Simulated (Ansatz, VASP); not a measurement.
# Cross-check of Rh (Rhodium) between VASP and Ansatz, part 2 of 2

One calculation is typed for both programs; each brings its own data sets and cutoff. How far apart do they land?

VASP 6.6.1 and Ansatz 0.2.0.

So far. Step 3 (Ansatz: single point, PBE): The run ends at a pressure of 5.58 GPa.

### Step 8. Comparison

What differs besides the data sets and the points named for the pairs above, as far as they apply: spin-orbit coupling enters by fully relativistic files in Ansatz and inside the spheres in VASP; the data sets hold 17 valence electrons in Ansatz (fully relativistic PAW (standard-fr) files) and 15 in VASP. Total energies have different zeros and are not compared.

Both answers:

| quantity | Ansatz | VASP | difference |
| --- | --- | --- | --- |
| pressure (GPa) | 5.95 | 4.81 | +1.14 |
| pressure without Ansatz's Pulay correction (GPa) | 5.83 | 4.81 | +1.03 |

Levels from 3 eV below to 2 eV above the Fermi level differ by 6 meV r.m.s. and 21 meV at most; each VASP level is matched to the nearest of Ansatz, which flatters the figure a little. Ansatz's pressure holds a Pulay correction of 0.12 GPa; VASP's holds none.

### Step 9. Other set-ups

Further runs change the set-up of one program: Ansatz's method, potentials or start, or VASP's data sets, cutoff or form of LDA. The table gives Ansatz less VASP for each quantity, since a change that brings one quantity closer may part another.

| run | pressure (GPa) | pressure without Ansatz's Pulay correction (GPa) |
| --- | --- | --- |
| as above | 1.1 | 1.0 |
| Ansatz's larger PAW set (cutoff 640 eV) | 1.1 | 1.0 |
| norm-conserving potentials (cutoff 1197 eV) | 1.9 | 1.8 |

### Step 10. VASP: single point, PBE, spin-orbit coupling

A single point gives forces, pressure and levels at one fixed geometry, so differences don't come from the geometry; what else differs is listed under the comparison.

File INCAR:

```
SYSTEM = Rh
PREC = Accurate
ENCUT = 400
EDIFF = 1E-06
NELM = 100
ISMEAR = -5
SIGMA = 0.05
LREAL = .FALSE.
ALGO = Normal
GGA = PE
LNONCOLLINEAR = .TRUE.
MAGMOM = 0 0 0
NBANDS = 26
GGA_COMPAT = .FALSE.
LASPH = .TRUE.
LSORBIT = .TRUE.
LMAXMIX = 4
LORBIT = 11
LWAVE = .FALSE.
LCHARG = .FALSE.
KPAR = 2
NEDOS = 2001
```

File POSCAR:

```
Rh
1.0
    0.0000000000      1.9015500000      1.9015500000
    1.9015500000      0.0000000000      1.9015500000
    1.9015500000      1.9015500000      0.0000000000
Rh
1
Direct
    0.0000000000      0.0000000000      0.0000000000
```

File KPOINTS:

```
Automatic mesh
0
Gamma
15 15 15
0 0 0
```

PAW data sets: Rh_pv (PBE family, release 64).

Started as:

```
$ mpirun -np 2 vasp_ncl
```

Numbers of over 12 decimals in the logs are rounded to 6 here.

What it wrote:

```text
[... set-up lines as in an earlier step ...]
 entering main loop
       N       E                     dE             d eps       ncg     rms          rms(c)
DAV:   1     0.144162439574E+03    0.14416E+03   -0.75413E+03  6296   0.110E+03
DAV:   2    -0.430370114752E+01   -0.14847E+03   -0.14233E+03  6496   0.374E+02
DAV:   3    -0.788329613724E+01   -0.35796E+01   -0.35595E+01  7090   0.650E+01
DAV:   4    -0.790570015522E+01   -0.22404E-01   -0.22407E-01  7180   0.517E+00
[...]
DAV:  10    -0.740482016273E+01    0.37826E-04   -0.69069E-05  7050   0.120E-01    0.940E-03
DAV:  11    -0.740482171607E+01   -0.15533E-05   -0.16618E-06  7054   0.120E-02    0.226E-03
DAV:  12    -0.740482103595E+01    0.68012E-06   -0.25922E-07  4348   0.703E-03
   1 F= -.74048210E+01 E0= -.74048210E+01  d E =0.000000E+00  mag=     0.0000     0.0000    -0.0000
 -----------------------------------------------------------------------------
|                                                                             |
|           W    W    AA    RRRRR   N    N  II  N    N   GGGG   !!!           |
|           W    W   A  A   R    R  NN   N  II  NN   N  G    G  !!!           |
|           W    W  A    A  R    R  N N  N  II  N N  N  G       !!!           |
|           W WW W  AAAAAA  RRRRR   N  N N  II  N  N N  G  GGG   !            |
|           WW  WW  A    A  R   R   N   NN  II  N   NN  G    G                |
|           W    W  A    A  R    R  N    N  II  N    N   GGGG   !!!           |
|                                                                             |
|     Tetrahedron method does not include variations of the Fermi             |
|     occupations, so forces and stress will be inaccurate. We suggest        |
|     using a different smearing scheme ISMEAR = 1 or 2 for metals in         |
|     relaxations.                                                            |
|                                                                             |
 -----------------------------------------------------------------------------
```

Parts of OUTCAR (step 10):

```text
  Total        0.4091558      0.4091558      0.4091558      0.0000000     -0.0000000     -0.0000000
  in kB       47.6700961     47.6700961     47.6700961      0.0000000     -0.0000000     -0.0000000
  external PRESSURE =      47.6700961 kB  Pullay stress =       0.0000000 kB

 POSITION                                       TOTAL-FORCE (eV/Angst)
 -----------------------------------------------------------------------------------
      0.00000      0.00000      0.00000        -0.000000     -0.000000      0.000000
 -----------------------------------------------------------------------------------
    total drift:                                0.000000     -0.000000     -0.000000

  FREE ENERGIE OF THE ION-ELECTRON SYSTEM (eV)
  ---------------------------------------------------
  free  energy   TOTEN  =        -7.4048210360 eV

  energy  without entropy=       -7.4048210360  energy(sigma->0) =       -7.40482104

 magnetization (y)
# of ion       s       p       d       tot
------------------------------------------
    1        0.000  -0.000  -0.000   0.000

 magnetization (z)
# of ion       s       p       d       tot
------------------------------------------
    1        0.000  -0.000   0.000   0.000

[... 3 parts as in an earlier step ...]

[... 1 further part left out ...]
[key lines of the parts left out:]
E-fermi :  11.8949
```

With tetrahedra the forces and stress of a metal are not exact derivatives of the energy.

### Step 11. Ansatz: single point, PBE, spin-orbit coupling

The same cell, functional, mesh and smearing now go to Ansatz, which takes its cutoff from its data sets.

File input.yaml:

```yaml
crystal:
  lattice:
    - [0.0, 1.90155, 1.90155]
    - [1.90155, 0.0, 1.90155]
    - [1.90155, 1.90155, 0.0]
  atoms:
    - { symbol: Rh, position: [0.0, 0.0, 0.0] }
hamiltonian:
  xc: pbe
  pseudopotentials: { kind: paw_fr }
magnetization:
  noncollinear: true
  spin_orbit: true
kpoints:
  mp_grid: { grid: [15, 15, 15] }
scf:
  occupations: { method: tetrahedron }
output:
  forces: true
  stress: true
  write_density: true
  write_potential: true
  elf: true
  volumetric_format: npy
```

Started as:

```
$ ansatz run input.yaml --threads 2 --pin off --max-ram 4608MiB --backend cpu --events-out ev --progress --plain --runs-dir out
```

What it wrote:

```text
Warning: output.forces, output.stress, relax.cell or npt_langevin: where a Kohn–Sham band that disperses or a degenerate level is filled in part under the method tetrahedron, the forces or the stress that this run publishes need not agree with its energy (scf.occupations.method in the input reference, under Limitations); prefer a smearing scheme for the forces or the stress
[...]
k-point 1: bands = [... 13 lower, 19.2707, 19.5034, 19.5034, 21.3663, 21.3663, 21.3856, 21.3856, 38.4439, ... 5 higher]
  k-point 2: bands = [... 13 lower, 19.4126, 19.6673, 19.6673, 21.2707, 21.2707, 21.3499, 21.3499, 39.0829, ... 5 higher]
  k-point 119: bands = [... 13 lower, 18.8623, 21.2193, 21.2193, 23.3067, 23.3067, 31.5278, 31.5278, 31.8645, ... 5 higher]
[key lines of the parts left out:]
SCF converged after 7 iterations
Magnetization: |M| = 0.0000 μB,  M = (+0.0000, +0.0000, +0.0000) μB
Free energy (F): -6404.694430 eV
Fermi energy:    22.389265 eV
P = ⅓ Tr σ = 5.9116 GPa (59.116 kbar)
```

Wall time 6.8 s (2 threads of Arm Neoverse V1, shared host); peak memory 0.42 GiB.

The run ends at a pressure of 5.91 GPa.

### Step 12. Differences

Compared:

| quantity | Ansatz | VASP | difference |
| --- | --- | --- | --- |
| pressure (GPa) | 5.91 | 4.77 | +1.14 |
| pressure without Ansatz's Pulay correction (GPa) | 5.80 | 4.77 | +1.03 |

Ansatz's pressure holds a Pulay correction of 0.12 GPa; VASP's holds none.

### Step 13. Other set-ups

Further runs change the set-up of one program: Ansatz's method, potentials or start, or VASP's data sets, cutoff or form of LDA. The table gives Ansatz less VASP for each quantity, since a change that brings one quantity closer may part another.

| run | pressure (GPa) | pressure without Ansatz's Pulay correction (GPa) |
| --- | --- | --- |
| as above | 1.1 | 1.0 |
| Ansatz's larger PAW set (cutoff 640 eV) | 1.1 | 1.0 |
| norm-conserving potentials (cutoff 1197 eV) | 1.9 | 1.8 |

### Step 14. Results

| Property | Result |
| --- | --- |
| difference in pressure (single point, PBE) | 1.3 GPa |
| difference in pressure (band structure, PBE, spin-orbit coupling) | 1.1 GPa |
| difference in pressure (single point, PBE, spin-orbit coupling) | 1.1 GPa |

What this shows: The difference in pressure is 1.3 GPa (single point, PBE), beyond the 1 GPa picked in this series as the mark of a large difference. For single point, PBE, no further run moves any of the tabulated differences by more than a quarter of its size. Band structure, PBE, spin-orbit coupling, norm-conserving potentials (cutoff 1197 eV): the difference in pressure goes from 1.1 to 1.9 GPa; the difference in pressure without Ansatz's Pulay correction goes from 1.0 to 1.8 GPa. Single point, PBE, spin-orbit coupling, norm-conserving potentials (cutoff 1197 eV): the difference in pressure goes from 1.1 to 1.9 GPa; the difference in pressure without Ansatz's Pulay correction goes from 1.0 to 1.8 GPa. How closely two codes agree says nothing of how well the functional describes the real material.

[Lines on the potential files, build, host, timing and source positions are cut from VASP's logs without a mark.]

[Logs are printed without paths, hosts, clocks, repeated set-up lines and the standing remarks that a program may print on its own settings, such as how far it seeks lower states.]

[Hosts, paths, dates, database ids (printed as entryN), source tags and the programs' standing remarks are cut or masked in the printed files.]
